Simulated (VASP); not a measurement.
Data:

```xyz
2
Lattice="1.7700 -3.0657 0.0000 1.7700 3.0657 0.0000 0.0000 0.0000 5.5500" Properties=species:S:1:pos:R:3 pbc="T T T"
Tm     1.7700     1.0219     1.3875
Tm     1.7700    -1.0219     4.1625
```

Method: vdW-DF-cx, VASP's PBE PAW potentials (set 64) (plane waves; VASP 6.6.1). Run with 520 eV cut-off, 11×11×6 Γ-centred mesh, first-order Methfessel-Paxton smearing of 0.10 eV, potentials Tm_3.

The 4f electrons are frozen in the core of the lanthanide potential, so 4f levels, which can set the real gap, and their magnetism are missing. Energy and stress use the plane-wave basis of the starting cell.

The ions, cell shape and volume are relaxed. Which structure does the run end with?

```xyz
2
Lattice="1.7530 -3.0362 0.0000 1.7530 3.0362 0.0000 0.0000 0.0000 5.4084" Properties=species:S:1:pos:R:3 pbc="T T T"
Tm     1.7530     1.0121     1.3521
Tm     1.7530    -1.0121     4.0563
```
Space group P6_3/mmc (194), at a tolerance of 0.03 Å.

How do energy and volume change from the first to the last step?

The energy (σ→0) changes by -9.7 meV/atom and the volume by -4.4 %, in 7 ionic steps.

The compound is Tm in the hcp structure. This run relaxes it. Symmetry was kept, so distortions that lower it aren't found.
